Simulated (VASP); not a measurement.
Here is a VASP 6.6.1 calculation.

Contents of INCAR:

```
SYSTEM = Co7NiO8
ALGO     = Normal         ! electronic algorithm
AMIX     = 0.2          
AMIX_MAG = 0.8          
BMIX     = 1E-4         
BMIX_MAG = 1E-4         
EDIFF    = 1E-7           ! SCF threshold, eV
EDIFFG   = -0.005         ! ionic threshold
ENCUT    = 600            ! plane-wave cutoff, eV
GGA      = PE             ! functional
IBRION   = 2              ! ionic algorithm
ISIF     = 3              ! what is computed and relaxed
ISMEAR   = 0              ! smearing method
ISPIN    = 2              ! spin polarisation
KPAR     = 4            
LASPH    = .True.         ! aspherical terms in the spheres
LCHARG   = .False.        ! write CHGCAR
LMAXMIX  = 4              ! l up to which the mixer works
LORBIT   = 11             ! projections on sites
LREAL    = .False.        ! projectors in reciprocal space
LWAVE    = .False.        ! write WAVECAR
MAGMOM   = 3 3 3 3 3 3 3 2 0 0 0 0 0 0 0 0 ! initial moments
NELM     = 150            ! most SCF steps
NSW      = 90             ! ionic steps
PREC     = Accurate       ! precision mode
SIGMA    = 0.03           ! smearing width, eV
```

Contents of KPOINTS:

```
k-points
0
Gamma
  6 6 6
  0 0 0
```

POSCAR

```
Co7NiO8                                 
1.0
   -0.0000000000     -4.2352891497     -4.2352891497
   -4.2352891497     -4.2352891497      0.0000000000
   -4.2352891497     -0.0000000000     -4.2352891497
  Co              Ni              O             
     7     1     8
Direct
     0.5000000000000000    0.5000000000000000    0.5000000000000000
     0.5000000000000000    0.0000000000000000    0.5000000000000000
     0.5000000000000000    0.5000000000000000    0.0000000000000000
     0.5000000000000000    0.0000000000000000    0.0000000000000000
     1.0000000000000000    0.5000000000000000    0.5000000000000000
     1.0000000000000000    0.0000000000000000    0.5000000000000000
     1.0000000000000000    0.5000000000000000    0.0000000000000000
     1.0000000000000000    0.0000000000000000    0.0000000000000000
     0.2500000000000000    0.2500000000000000    0.2500000000000000
     0.2494714417570181    0.7505285582429819    0.2494714417570181
     0.2494714417570181    0.2494714417570181    0.7505285582429819
     0.2494714417570181    0.7505285582429819    0.7505285582429819
     0.7505285582429819    0.2494714417570181    0.2494714417570181
     0.7505285582429819    0.7505285582429819    0.2494714417570181
     0.7505285582429819    0.2494714417570181    0.7505285582429819
     0.7500000000000000    0.7500000000000000    0.7500000000000000
```

Potentials or basis: VASP PAW PBE potentials, release 64 (Co, Ni, O).

Command:

```sh
$ cat potpaw_PBE.64/Co/POTCAR potpaw_PBE.64/Ni/POTCAR potpaw_PBE.64/O/POTCAR > POTCAR
$ mpirun -np 4 vasp_std > vasp.out
```

Task: Estimate the net moment.

Result: 18.09 μB per cell.

Task: Estimate the band gap on the k mesh.

Result: None (metal or under the smearing width).

Forces in eV/Å, atoms in the order of the input:
```
Co   0.000  0.000  0.000
Co   0.000  0.000  0.000
Co   0.000  0.000  0.000
Co   0.000  0.000  0.000
Co   0.000  0.000  0.000
Co   0.000  0.000  0.000
Co   0.000  0.000  0.000
Ni   0.000  0.000  0.000
O    0.000  0.000  0.000
O    0.000  0.000  0.004
O    0.000  0.004  0.000
O   -0.004  0.000  0.000
O    0.004  0.000  0.000
O    0.000 -0.004  0.000
O    0.000  0.000 -0.004
O    0.000  0.000  0.000
```

Caveat: semilocal functionals often make such compounds metallic where correlation or magnetic order opens a gap, which also shifts bond lengths. With open d or f shells a metallic result of PBE can be an artefact of self-interaction; +U or a hybrid may open a gap.
